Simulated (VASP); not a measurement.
## MgGa23N24 (a cell with a defect): relaxation of the atoms with PBE

Crystal: MgGa23N24 (a cell with a defect).

```
CELL_PARAMETERS angstrom
-3.21772 -5.57326 5.24406
6.43545 0.00000 5.24406
-3.21773 5.57326 5.24406
ATOMIC_POSITIONS crystal
Mg 0.83076 0.49819 0.66394
Ga 0.66640 0.33306 0.99973
Ga 0.99973 0.66640 0.33306
Ga 0.66640 0.83306 0.49973
Ga 0.99973 0.16640 0.83306
Ga 0.16640 0.33306 0.49973
Ga 0.49973 0.66640 0.83306
Ga 0.83306 0.99973 0.16640
Ga 0.33306 0.49973 0.16640
Ga 0.33306 0.99973 0.66640
Ga 0.16640 0.83306 0.99973
Ga 0.49973 0.16640 0.33306
Ga 0.66640 0.49973 0.33306
Ga 0.49973 0.33306 0.66640
Ga 0.83306 0.66640 0.99973
Ga 0.49973 0.83306 0.16640
Ga 0.83306 0.16640 0.49973
Ga 0.99973 0.33306 0.16640
Ga 0.33306 0.66640 0.49973
Ga 0.66640 0.99973 0.83306
Ga 0.16640 0.49973 0.83306
Ga 0.16640 0.99973 0.33306
Ga 0.99973 0.83306 0.66640
Ga 0.33306 0.16640 0.99973
N 0.62527 0.29194 0.45860
N 0.45860 0.12527 0.79194
N 0.79194 0.45860 0.12527
N 0.45860 0.62527 0.29194
N 0.79194 0.95860 0.62527
N 0.95860 0.12527 0.29194
N 0.29194 0.45860 0.62527
N 0.62527 0.79194 0.95860
N 0.12527 0.29194 0.95860
N 0.12527 0.79194 0.45860
N 0.95448 0.63142 0.79991
N 0.29194 0.95860 0.12527
N 0.79551 0.63051 0.46047
N 0.63835 0.44675 0.77912
N 0.95860 0.79194 0.12527
N 0.62527 0.95860 0.29194
N 0.95753 0.27727 0.63031
N 0.12527 0.45860 0.29194
N 0.45860 0.79194 0.62527
N 0.79194 0.12527 0.95860
N 0.29194 0.62527 0.95860
N 0.29194 0.12527 0.45860
N 0.12527 0.95860 0.79194
N 0.45860 0.29194 0.12527
```

```
Program             : VASP 6.6.1
Task                : relaxation of the atoms
Functional          : PBE
Potentials or basis : VASP PAW PBE potentials, release 64 (Mg, Ga_d, N)
Cutoff              : 450 eV
k mesh              : 2 × 2 × 2
Occupations         : gaussian, width 0.01 eV
Spin                : no spin polarisation
Monkhorst-Pack mesh : yes
```

| Property | Result |
| --- | --- |
| Energy gained by relaxing | 15.5 meV/atom |
| Ionic steps | 12 |
| Largest force after relaxing | 0.019 eV/Å |

Forces in eV/Å, atoms in the order of the input:
```
Mg   0.000  0.012 -0.015
Ga   0.007  0.004 -0.002
Ga  -0.007 -0.002 -0.005
Ga  -0.003  0.000  0.008
Ga  -0.003 -0.005  0.009
Ga   0.004  0.005 -0.002
Ga   0.001  0.011 -0.002
Ga  -0.002 -0.006  0.000
Ga   0.001  0.010 -0.005
Ga   0.007  0.006  0.006
Ga   0.005  0.005  0.001
Ga  -0.005  0.010  0.008
Ga  -0.004  0.002 -0.002
Ga   0.005 -0.001 -0.001
Ga  -0.002  0.006 -0.004
Ga  -0.004 -0.002  0.010
Ga  -0.001 -0.008 -0.003
Ga  -0.004 -0.010  0.004
Ga  -0.004 -0.009  0.000
Ga   0.003 -0.015  0.006
Ga   0.005 -0.003 -0.007
Ga  -0.009 -0.002  0.004
Ga  -0.004 -0.009 -0.005
Ga  -0.010 -0.002  0.012
N   -0.011 -0.006 -0.002
N   -0.010 -0.004 -0.003
N   -0.005  0.002  0.005
N    0.001 -0.005  0.000
N    0.000 -0.007  0.001
N    0.001 -0.001 -0.003
N    0.005  0.007 -0.001
N    0.001 -0.001 -0.003
N   -0.001 -0.002  0.002
N   -0.006 -0.003  0.001
N    0.004  0.001 -0.003
N   -0.007  0.001 -0.002
N    0.012  0.003 -0.002
N    0.004  0.008  0.009
N    0.009 -0.001 -0.013
N   -0.004 -0.002  0.005
N    0.005  0.000 -0.008
N    0.003  0.002 -0.009
N    0.004  0.002  0.005
N   -0.003 -0.002  0.003
N    0.004 -0.004 -0.005
N    0.002  0.010  0.003
N    0.008  0.000 -0.006
N    0.005  0.005  0.010
```

The path:
| step | energy change (eV) | largest force (eV/Å) | pressure (GPa) |
| --- | --- | --- | --- |
| 1 | 0.0000 | 4.1759 | -2.56 |
| 2 | -0.6321 | 0.9296 | -2.72 |
| 3 | -0.6459 | 0.9609 | -2.77 |
| 4 | -0.7124 | 0.3459 | -2.76 |
| 5 | -0.7130 | 0.3603 | -2.77 |
| 6 | -0.7304 | 0.1379 | -2.75 |
| 7 | -0.7330 | 0.1842 | -2.75 |
| 8 | -0.7389 | 0.0795 | -2.74 |
| 9 | -0.7394 | 0.0632 | -2.74 |
| 10 | -0.7412 | 0.0299 | -2.74 |
| 11 | -0.7414 | 0.0371 | -2.74 |
| 12 | -0.7421 | 0.0189 | -2.74 |

Final structure:
```xyz
48
Lattice="-3.2177 -5.5733 5.2441 6.4355 0.0000 5.2441 -3.2177 5.5733 5.2441" Properties=species:S:1:pos:R:3 pbc="T T T"
Mg   -1.6128   -0.9334   10.4750
Ga   -3.2133    1.8595   10.4762
Ga    0.0054   -3.7103   10.4876
Ga    1.6064   -0.9398   10.4751
Ga   -1.6109    4.6337    5.2405
Ga   -0.0128    1.8597    5.2330
Ga   -0.0151    1.8577   10.4852
Ga    3.2197   -3.7176   10.4838
Ga    1.6033   -0.9262    5.2405
Ga    3.2100    1.8514   10.4819
Ga    1.6044    4.6418   10.4841
Ga   -1.6107   -0.9327    5.2541
Ga    0.0128   -1.8685    7.8721
Ga   -1.6103    0.9437    7.8706
Ga   -1.6125    0.9139   13.1147
Ga    3.2166   -1.8572    7.8619
Ga   -3.2351   -1.8635    7.8716
Ga   -1.6069   -4.6439    7.8604
Ga    1.6059    0.9335    7.8588
Ga    1.6040    0.9288   13.1018
Ga    0.0088    3.7206    7.8701
Ga    4.8259    0.9277    7.8631
Ga    3.2056    3.7248    7.8695
Ga   -3.2185    3.7157    7.8612
N    -1.6097   -0.9303    7.2252
N    -3.2255    1.8596    7.2046
N    -0.0008   -3.7219    7.2021
N     1.6115   -0.9237    7.2067
N     1.6019   -0.9250   12.4458
N    -3.2179   -3.7213    7.2065
N     0.0008    1.8601    7.2030
N    -0.0056    1.8588   12.4606
N    -1.6109    4.6434    7.2161
N     3.2188    1.8594    7.2181
N    -1.6120   -0.9302   12.5302
N     4.8254   -0.9295    7.2121
N     0.0737   -1.9049    9.8035
N    -1.6131    1.0139    9.8019
N     1.6135   -4.6489    9.8489
N     3.2317   -1.8609    9.8332
N    -3.3003   -1.9043    9.8032
N     1.6074    0.9304    4.5895
N     1.6009    0.9275    9.8310
N    -4.8286    0.9251    9.8305
N    -0.0064    3.7223    9.8479
N    -1.6223    0.9119    4.5898
N     3.2068    3.7081    9.8473
N    -0.0094   -1.8458    4.5884
```

Levels at points of the mesh, in eV from the Fermi level:
| k point | band 207 | band 208 | band 209 | band 210 | band 211 | band 212 | band 213 | band 214 |
| --- | --- | --- | --- | --- | --- | --- | --- | --- |
| (0.25, 0.25, 0.25) | -0.47 | -0.45 | -0.40 | 0.09 | 0.09 | 3.25 | 4.48 | 4.53 |

Core levels (eV, on the scale of the bands):
| atom | levels |
| --- | --- |
| 1 Mg | 1s -1247.2, 2s -67.9, 2p -34.6 |
| 2 Ga | 1s -10217.4, 2s -1250.8, 2p -1087.3, 3s -137.1, 3p -87.8 |
| 3 Ga | 1s -10217.4, 2s -1250.8, 2p -1087.3, 3s -137.1, 3p -87.8 |
| 4 Ga | 1s -10217.4, 2s -1250.8, 2p -1087.3, 3s -137.1, 3p -87.8 |
| 5 Ga | 1s -10217.4, 2s -1250.8, 2p -1087.3, 3s -137.1, 3p -87.8 |
| 6 Ga | 1s -10217.4, 2s -1250.8, 2p -1087.3, 3s -137.1, 3p -87.8 |

Wall time 47 min on 1 × NVIDIA H100 80GB with 1 thread of AMD EPYC 7R13 Processor (Zen 3), with other jobs on the host, peak memory 1.5 GiB.

Caveat: the k mesh is coarse (spacing up to 0.38 Å⁻¹), so the values aren't converged; the cell is charged against a uniform background, so pressure and absolute levels hang on convention; the cutoff is under 1.25 times the usual one of these potentials, so pressure, stress and relaxed cells hold a basis-set (Pulay) error.
